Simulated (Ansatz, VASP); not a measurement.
# Sn9Ge55 (Ge0.86Sn0.14, diamond) in two plane-wave programs

Wanted: the spread between two codes on one cell, functional and k mesh. The cell is invented: As first built, before any earlier steps moved the atoms (in the runner's words): 2x2x2 conventional cells of the Ge type (64 atoms: 55 Ge, 9 Sn); Ge/Sn share their sites, one random draw; start lattice by linear mixing of the end members' cells; atoms moved at random by 0.02 A. It may not be a known or stable phase. The structure shown is the end of the Ansatz relaxation below.

Calculated with Ansatz 0.2.0; plane waves, with VASP 6.6.1 beside it; single point at PBE.

## 1. The structure

The cell holds 64 atoms: 55 Ge and 9 Sn. Its edges and angles: a = 11.776 Å, b = 11.778 Å, c = 11.774 Å, α = 90.0°, β = 90.0°, γ = 90.0°. It derives from Ge (Ge type, space group 227), repeated 2×2×2. As first built, before any earlier steps moved the atoms (in the runner's words): 2x2x2 conventional cells of the Ge type (64 atoms: 55 Ge, 9 Sn); Ge/Sn share their sites, one random draw; start lattice by linear mixing of the end members' cells; atoms moved at random by 0.02 A.

## 2. Ansatz: relaxation, PBE

Ansatz runs on its default PAW (the set named soft_2) files.

This run makes the geometry at which the two programs are then compared.

input.yaml reads:

```yaml
crystal:
  lattice:
    - [11.54212, 0.0, 0.0]
    - [0.0, 11.54212, 0.0]
    - [0.0, 0.0, 11.54212]
  atoms:
    - { symbol: Ge, position: [0.00011, 0.99788, 0.25013] }
    - { symbol: Ge, position: [0.12735, 0.37232, 0.12649] }
    - { symbol: Ge, position: [0.00021, 0.24889, 0.00347] }
    - { symbol: Ge, position: [0.12632, 0.12292, 0.37513] }
    - { symbol: Ge, position: [0.251, 0.99967, 0.00118] }
    - { symbol: Ge, position: [0.37488, 0.37616, 0.37749] }
    - { symbol: Ge, position: [0.24883, 0.25035, 0.2492] }
    - { symbol: Ge, position: [0.37522, 0.12294, 0.124] }
    - { symbol: Ge, position: [0.99966, 0.00156, 0.75198] }
    - { symbol: Ge, position: [0.99771, 0.24862, 0.50112] }
    - { symbol: Ge, position: [0.12155, 0.1242, 0.87483] }
    - { symbol: Ge, position: [0.25218, 0.00119, 0.49943] }
    - { symbol: Ge, position: [0.24936, 0.24957, 0.75264] }
    - { symbol: Ge, position: [0.37426, 0.12447, 0.62561] }
    - { symbol: Ge, position: [0.99979, 0.49966, 0.24807] }
    - { symbol: Ge, position: [0.12498, 0.87423, 0.12702] }
    - { symbol: Ge, position: [0.00113, 0.74996, 0.00116] }
    - { symbol: Ge, position: [0.12441, 0.62682, 0.37499] }
    - { symbol: Ge, position: [0.25101, 0.49776, 0.0006] }
    - { symbol: Ge, position: [0.37207, 0.87147, 0.37447] }
    - { symbol: Ge, position: [0.24844, 0.75028, 0.25389] }
    - { symbol: Ge, position: [0.37356, 0.62392, 0.12536] }
    - { symbol: Ge, position: [0.00085, 0.49969, 0.74964] }
    - { symbol: Ge, position: [0.00122, 0.7509, 0.49821] }
    - { symbol: Ge, position: [0.12486, 0.62506, 0.87317] }
    - { symbol: Ge, position: [0.37545, 0.87351, 0.87668] }
    - { symbol: Ge, position: [0.25033, 0.75015, 0.74898] }
    - { symbol: Ge, position: [0.37479, 0.62154, 0.62304] }
    - { symbol: Ge, position: [0.50063, 0.99631, 0.25147] }
    - { symbol: Ge, position: [0.62197, 0.37631, 0.12353] }
    - { symbol: Ge, position: [0.50135, 0.25023, 0.99734] }
    - { symbol: Ge, position: [0.62716, 0.1275, 0.37489] }
    - { symbol: Ge, position: [0.74953, 0.99972, 0.99831] }
    - { symbol: Ge, position: [0.7519, 0.24906, 0.24991] }
    - { symbol: Ge, position: [0.87363, 0.12392, 0.12279] }
    - { symbol: Ge, position: [0.50218, 0.99973, 0.75167] }
    - { symbol: Ge, position: [0.75002, 0.9988, 0.49943] }
    - { symbol: Ge, position: [0.87403, 0.37501, 0.87435] }
    - { symbol: Ge, position: [0.74948, 0.24761, 0.7486] }
    - { symbol: Ge, position: [0.87787, 0.12384, 0.62317] }
    - { symbol: Ge, position: [0.50058, 0.50244, 0.24748] }
    - { symbol: Ge, position: [0.62464, 0.8739, 0.12195] }
    - { symbol: Ge, position: [0.50127, 0.74996, 0.00012] }
    - { symbol: Ge, position: [0.6237, 0.62579, 0.37407] }
    - { symbol: Ge, position: [0.74975, 0.49808, 0.99789] }
    - { symbol: Ge, position: [0.87731, 0.87412, 0.37551] }
    - { symbol: Ge, position: [0.74994, 0.74924, 0.24912] }
    - { symbol: Ge, position: [0.87609, 0.62448, 0.12474] }
    - { symbol: Ge, position: [0.50004, 0.50204, 0.75118] }
    - { symbol: Ge, position: [0.62566, 0.87402, 0.62261] }
    - { symbol: Ge, position: [0.50165, 0.75167, 0.49976] }
    - { symbol: Ge, position: [0.62594, 0.62635, 0.87644] }
    - { symbol: Ge, position: [0.8766, 0.87421, 0.87763] }
    - { symbol: Ge, position: [0.74784, 0.75149, 0.75086] }
    - { symbol: Ge, position: [0.87651, 0.62826, 0.62757] }
    - { symbol: Sn, position: [0.12302, 0.37207, 0.62642] }
    - { symbol: Sn, position: [0.37324, 0.37498, 0.87646] }
    - { symbol: Sn, position: [0.12215, 0.87134, 0.62545] }
    - { symbol: Sn, position: [0.25008, 0.49957, 0.50007] }
    - { symbol: Sn, position: [0.87351, 0.37238, 0.37471] }
    - { symbol: Sn, position: [0.62332, 0.37215, 0.62588] }
    - { symbol: Sn, position: [0.49989, 0.2507, 0.49829] }
    - { symbol: Sn, position: [0.62386, 0.12327, 0.87346] }
    - { symbol: Sn, position: [0.75034, 0.49864, 0.50062] }
kpoints:
  mp_grid: { grid: [2, 2, 2], shift: [0.5, 0.5, 0.5] }
hamiltonian:
  xc: pbe
scf:
  occupations: { method: fermi_dirac, width: 0.01 }
output:
  forces: true
  stress: true
relax:
  f_tol: 0.02
  max_steps: 45
  cell: { stress_tol: 0.1 }
```

The run is started by

```console
$ ansatz run input.yaml --threads 32 --pin off --max-ram 143360MiB --backend cuda --events-out ev --progress --plain --runs-dir out
```

Numbers of over 12 decimals in the logs are rounded to 6 here.

Output:

```text
Engine: ansatz 0.2.0, aarch64-unknown-linux-gnu
Pseudopotentials: kind: paw
Pseudopotential: Ge, paw, valence charge 14, recommended cutoff 420 eV (normal), Ge.paw.azcp
Pseudopotential: Sn, paw, valence charge 14, recommended cutoff 420 eV (normal), Sn.paw.azcp
device memory: the entry about to start is reckoned to put 20.8 GiB on a device that reports 182.5 GiB free
GPU FFT provider: cuFFT
GPU libraries: cuBLAS 13.8.1, cuFFT 12.4.0, cuSOLVER 12.3.2
GPU matrix products: emulated (plane waves: as basis.precision tells), large ones in fixed point in workspaces of 1.00 GiB
Crystal: 64 atoms, lattice volume = 1537.647 Å³
Basis set: ecut = 420 eV, 30047 PW (Γ), exchange–correlation on 160×160×160 points (8 copies of the dense FFT grid, shifted against one another)
Bands: 538, of which v1, the nominal top of the filled ones, is band 448 counted from 1 (447 counted from 0)
k-points: 4 of 8 (time reversal used)
GPU buffer pool allocated for 512000 grid points (all kernels)
GPU transforms: local potential and band sums: pruned to the plane-wave sphere, on 80×80×80
relax step   1: F+E_penalty+E_count = -290435.12772473 eV  Δ(F+E_penalty+E_count) = +0.000e0 eV  max|allowed force component| = 2.603e0 eV/Å  Δτ_max = 0.0000 Å  P = +4.803 GPa  Ω = 1537.647 Å³  (9 SCF iters, dr2 threshold 1.00e-7 eV, accepted)
[...]
relax step   2: F+E_penalty+E_count = -290439.60391955 eV  Δ(F+E_penalty+E_count) = -4.476e0 eV  max|allowed force component| = 5.294e-1 eV/Å  Δτ_max = 0.1948 Å  P = +0.244 GPa  Ω = 1627.263 Å³  energy of the carried Pulay correction = -1.623e-2 eV  (9 SCF iters, dr2 threshold 6.40e-6 eV, accepted)
[...]
relax step   3: F+E_penalty+E_count = -290439.75071886 eV  Δ(F+E_penalty+E_count) = -1.468e-1 eV  max|allowed force component| = 8.208e-2 eV/Å  Δτ_max = 0.0611 Å  P = -0.083 GPa  Ω = 1635.529 Å³  energy of the carried Pulay correction = -1.768e-2 eV  (6 SCF iters, dr2 threshold 6.40e-6 eV, accepted)
[...]
relax step   4: F+E_penalty+E_count = -290439.75972781 eV  Δ(F+E_penalty+E_count) = -9.009e-3 eV  max|allowed force component| = 9.557e-3 eV/Å  Δτ_max = 0.0136 Å  P = +0.001 GPa  Ω = 1633.141 Å³  energy of the carried Pulay correction = -1.726e-2 eV  (6 SCF iters, dr2 threshold 4.21e-7 eV, accepted)
[...]
relax step   5: F+E_penalty+E_count = -290439.77733870 eV  Δ(F+E_penalty+E_count) = -1.761e-2 eV  max|allowed force component| = 9.483e-3 eV/Å  Δτ_max = 0.0000 Å  P = +0.006 GPa  Ω = 1633.141 Å³  stress off target by 4.85e-2 GPa  SCF on the basis re-selected at this cell (its energy is not comparable with the rows above)  (10 SCF iters)
basis re-selected at this cell: Δ(F+E_penalty+E_count) = -1.761e-2 eV, ΔP = +0.005 GPa vs the last step (what re-selecting the basis moved, of the pressure what is left beyond the Pulay correction that the steps carried, after the strain that the cell walked since its last selection, with what the two solves' SCF thresholds leave and, on support functions, any second-order correction that the steps lacked; it is no m [...]
SCF converged after 10 iterations
Free energy (F): -290439.777339 eV
Internal energy: -290439.777334 eV  (E = F + TS)
E sigma→0 (E₀):  -290439.777336 eV
Entropy (-TS):   -0.000005 eV (-0.000 meV/atom)
Fermi energy:    7.682937 eV
--- Forces (eV/Å), atoms counted from 1 ---
  max |Σ_I F_I| component: 6.28e-7 eV/Å
--- Stress (GPa, compression-positive) ---
       -0.019544       0.010783       0.018998
        0.010783       0.023278       0.023262
        0.018998       0.023262       0.013917
  P = ⅓ Tr σ = 0.0059 GPa (0.059 kbar)
--- Band table (eV) ---
--- Relaxed structure (4 steps of the walk, 4 accepted, 1 SCFs on fresh bases) ---
  F+E_penalty+E_count = -290439.77733870 eV   max|allowed force component| = 9.483e-3 eV/Å   (the final SCF, on the basis selected at the relaxed cell)
  cell:  # Å, volume = 1633.1409 Å³
    - [11.775974, -0.00203983, 0.000733922]
    - [-0.00203983, 11.778462, -0.00251749]
    - [0.000733922, -0.00251749, 11.774386]
  atoms:
    [... one line an atom ...]
```

## 3. VASP: single point, PBE

The same cell, functional, mesh and smearing now go to VASP, with its own data sets.

Lines of VASP's logs that name or quote its potential files are left out, and so is its time.

INCAR reads:

```
SYSTEM = Sn9Ge55
PREC = Accurate
ENCUT = 410
EDIFF = 1E-06
NELM = 120
ISMEAR = -1
SIGMA = 0.01
LREAL = Auto
ALGO = Normal
GGA = PE
NBANDS = 520
LORBIT = 11
LWAVE = .FALSE.
LCHARG = .FALSE.
ISIF = 2
ISYM = 0
LASPH = .TRUE.
GGA_COMPAT = .FALSE.
EFERMI = MIDGAP
KPAR = 4
```

POSCAR reads:

```
Sn9Ge55
1.0
   11.7759740000     -0.0020400000      0.0007340000
   -0.0020400000     11.7784620000     -0.0025170000
    0.0007340000     -0.0025170000     11.7743860000
Ge Sn
55 9
Direct
    0.0007700000      0.9982100000      0.2495000000
    0.1247700000      0.3759800000      0.1235600000
    0.0013200000      0.2509000000      0.0020800000
    0.1277500000      0.1212400000      0.3708900000
    0.2497500000      0.9984200000      0.0014100000
    0.3747200000      0.3751300000      0.3585400000
    0.2466800000      0.2492200000      0.2450600000
    0.3735300000      0.1221100000      0.1274700000
    0.9940600000      0.0019200000      0.7582300000
    0.0005300000      0.2319400000      0.4985700000
    0.1223200000      0.1214500000      0.8809100000
    0.2532600000      0.0003100000      0.4912500000
    0.2489900000      0.2333300000      0.7543400000
    0.3682400000      0.1128000000      0.6262900000
    0.0048400000      0.5048200000      0.2401700000
    0.1250000000      0.8754100000      0.1242900000
    0.9998100000      0.7513500000      0.0004200000
    0.1195800000      0.6331200000      0.3653400000
    0.2428200000      0.5059500000      0.0066500000
    0.3758500000      0.8752800000      0.3724700000
    0.2500200000      0.7539200000      0.2478800000
    0.3736800000      0.6277300000      0.1243800000
    0.9956400000      0.5070400000      0.7597900000
    0.9946800000      0.7483600000      0.4938600000
    0.1241700000      0.6269600000      0.8801500000
    0.3752500000      0.8726900000      0.8786700000
    0.2546300000      0.7457600000      0.7584600000
    0.3828500000      0.6346900000      0.6298700000
    0.5003100000      0.9950200000      0.2472600000
    0.6256200000      0.3752900000      0.1256700000
    0.4996200000      0.2493400000      0.0117600000
    0.6300800000      0.1137100000      0.3668300000
    0.7560800000      0.9910000000      0.0069000000
    0.7459400000      0.2408100000      0.2402400000
    0.8775300000      0.1215100000      0.1232000000
    0.4945300000      0.9900700000      0.7452400000
    0.7505000000      0.9964400000      0.4996800000
    0.8775400000      0.3769900000      0.8804600000
    0.7648800000      0.2486400000      0.7537700000
    0.8749200000      0.1188100000      0.6256100000
    0.5000700000      0.5021400000      0.2435800000
    0.6253000000      0.8729800000      0.1250300000
    0.5011700000      0.7511400000      0.0019100000
    0.6162600000      0.6340200000      0.3665100000
    0.7492400000      0.4992400000      0.0010200000
    0.8727600000      0.8739900000      0.3731700000
    0.7480200000      0.7512300000      0.2471700000
    0.8738900000      0.6261100000      0.1225400000
    0.5004800000      0.5142900000      0.7572400000
    0.6256400000      0.8734200000      0.6228400000
    0.4997800000      0.7550500000      0.4980000000
    0.6279600000      0.6297600000      0.8794300000
    0.8748600000      0.8737000000      0.8787100000
    0.7504900000      0.7545600000      0.7529800000
    0.8800300000      0.6353500000      0.6328500000
    0.1190400000      0.3674900000      0.6313400000
    0.3717900000      0.3761300000      0.8788900000
    0.1252000000      0.8744600000      0.6251600000
    0.2540700000      0.5070700000      0.4943800000
    0.8807000000      0.3672600000      0.3665700000
    0.6252500000      0.3761700000      0.6368200000
    0.4951400000      0.2415800000      0.4933200000
    0.6269600000      0.1201400000      0.8771700000
    0.7510500000      0.5139100000      0.4979700000
```

KPOINTS reads:

```
Points of the shifted mesh
8
Reciprocal
 0.2500000000  0.2500000000  0.2500000000 1
 0.2500000000  0.2500000000  0.7500000000 1
 0.2500000000  0.7500000000  0.2500000000 1
 0.2500000000  0.7500000000  0.7500000000 1
 0.7500000000  0.2500000000  0.2500000000 1
 0.7500000000  0.2500000000  0.7500000000 1
 0.7500000000  0.7500000000  0.2500000000 1
 0.7500000000  0.7500000000  0.7500000000 1
```

The projector-augmented-wave data sets are Ge_d and Sn_d (PBE family, release 64).

The run is started by

```console
$ mpirun -np 8 vasp_std
```

Output:

```text
[banner, memory and clock lines left out]
running    8 mpi-ranks, on    1 nodes
[...]
|                                                                             |
|           W    W    AA    RRRRR   N    N  II  N    N   GGGG   !!!           |
|           W    W   A  A   R    R  NN   N  II  NN   N  G    G  !!!           |
|           W    W  A    A  R    R  N N  N  II  N N  N  G       !!!           |
|           W WW W  AAAAAA  RRRRR   N  N N  II  N  N N  G  GGG   !            |
|           WW  WW  A    A  R   R   N   NN  II  N   NN  G    G                |
|           W    W  A    A  R    R  N    N  II  N    N   GGGG   !!!           |
|                                                                             |
|     For optimal performance we recommend to set                             |
|       NCORE = 2 up to number-of-cores-per-socket                            |
|     NCORE specifies how many cores store one orbital (NPAR=cpu/NCORE).      |
|     This setting can greatly improve the performance of VASP for DFT.       |
|     The default, NCORE=1 might be grossly inefficient on modern             |
|     multi-core architectures or massively parallel machines. Do your        |
|     Unfortunately you need to use the default for GW and RPA                |
|     calculations (for HF NCORE is supported but not extensively tested      |
|     yet).                                                                   |
|                                                                             |

 LDA part: xc-table for (Slater+PW92), standard interpolation
 POSCAR, INCAR and KPOINTS ok, starting setup
[...]
entering main loop
       N       E                     dE             d eps       ncg     rms          rms(c)
DAV:   1     0.148863977706E+05    0.14886E+05   -0.30768E+05  8872   0.394E+03
DAV:   2     0.345125298183E+04   -0.11435E+05   -0.11085E+05  8320   0.983E+02
DAV:   3     0.266557924553E+03   -0.31847E+04   -0.30426E+04  8440   0.298E+02
DAV:   4    -0.244160548467E+03   -0.51072E+03   -0.48214E+03  9304   0.120E+02
[...]
DAV:  16    -0.280894119358E+03   -0.39281E-05   -0.30166E-05  9032   0.303E-02    0.275E-03
DAV:  17    -0.280894122123E+03   -0.27655E-05   -0.22260E-05  7032   0.223E-02    0.226E-03
DAV:  18    -0.280894122300E+03   -0.17649E-06   -0.25029E-06  6016   0.129E-02
   1 F= -.28089412E+03 E0= -.28089412E+03  d E =-.445261E-05
```

From OUTCAR (step 3):

```text
  Total       -3.5292949     -3.1151679     -3.2199428      0.1087183      0.2344926      0.1963896
  in kB       -3.4623812     -3.0561058     -3.1588943      0.1066570      0.2300467      0.1926662
  external PRESSURE =      -3.2257937 kB  Pullay stress =       0.0000000 kB

 POSITION                                       TOTAL-FORCE (eV/Angst)
 -----------------------------------------------------------------------------------
      0.00721     11.75675      2.93520         0.003265      0.005065      0.003081
      1.46861      4.42790      1.45399        -0.001762      0.002224     -0.003426
      0.01503      2.95521      0.02386        -0.000806      0.002140      0.003293
      1.50441      1.42683      4.36679         0.002000     -0.002450      0.001236
      2.93901     11.75934      0.01427         0.003227     -0.000005     -0.003135
      4.41219      4.41679      4.22092         0.000688     -0.005141     -0.002848
      2.90457      2.93431      2.88498        -0.007529      0.007461     -0.003099
      4.39852      1.43719      1.50085        -0.000974     -0.003036      0.004802
     11.70658      0.01868      8.92842         0.003503     -0.000798     -0.003008
      0.00613      2.73064      5.86977         0.005027     -0.001784      0.000241
      1.44084      1.42803     10.37196        -0.001722     -0.003949      0.003190
      2.98274      0.00190      5.78435        -0.004350     -0.001586      0.000832
      2.93218      2.74586      8.88149         0.005546     -0.003905      0.000487
      4.33661      1.32628      7.37417        -0.007272     -0.007952     -0.009493
[...]
-----------------------------------------------------------------------------------
    total drift:                                0.002756     -0.001911      0.003615

  FREE ENERGIE OF THE ION-ELECTRON SYSTEM (eV)
  ---------------------------------------------------
  free  energy   TOTEN  =      -280.8941222996 eV

  energy  without entropy=     -280.8941178470  energy(sigma->0) =     -280.89412007

[... 2 further parts left out ...]
```

The run ends at a pressure of -0.32 GPa, with forces up to 0.015 eV/Å.

## 4. Comparison

Known differences besides the potentials themselves: the cutoff is 420 eV in Ansatz and 410 eV in VASP (PREC = Accurate, projectors in real space). Total energies have different zeros and are not compared.

Both answers:

| quantity | Ansatz | VASP | difference |
| --- | --- | --- | --- |
| gap on the k mesh (eV) | 0.213 | 0.214 | -0.001 |

A gap on the mesh is an upper bound, since the band edges may lie between its points.

## 5. Outcome

```json
{
  "difference in gap on the k mesh (single point, PBE)": "-0.0012 eV"
}
```

In words: The difference in gap on the k mesh is -0.0012 eV (single point, PBE), within the 0.08 eV picked in this series as the mark of a large difference. How closely two codes agree says nothing of how well the functional describes the real material.

[Lines on the potential files, build, host, timing and source positions are cut from VASP's logs without a mark.]

[Logs are printed without paths, hosts, clocks, repeated set-up lines and the standing remarks that a program may print on its own settings, such as how far it seeks lower states.]

[Hosts, paths, dates, database ids (printed as entryN), source tags and the programs' standing remarks are cut or masked in the printed files.]
